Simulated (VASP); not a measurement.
Energy against volume of NaCl (rock salt). All values below come from PBE GGA with D4 dispersion, VASP's PBE PAW potentials (set 64) (plane waves; VASP). Numerical set-up: 520 eV cut-off, 8×8×8 Γ-centred mesh, Gaussian smearing of 0.050 eV, potentials Na_pv Cl.

```csv
V (Å³/atom),E (eV/atom)
21.045,-3.47763
21.717,-3.48321
22.388,-3.48496
23.060,-3.48347
```

Question: Fit these four points and predict the energy of the run at 23.732 Å³/atom.

Answer: A cubic in V^(−2/3), the third-order Birch-Murnaghan form, passes through the four points with V0 = 22.40 Å³/atom and B0 = 26 GPa, and gives -3.4792 eV/atom there. The run gave -3.4793 eV/atom, -0.0 meV/atom from the fit; all five points give B0 = 26 GPa.

The compound is NaCl in the rock salt structure. It was relaxed first.
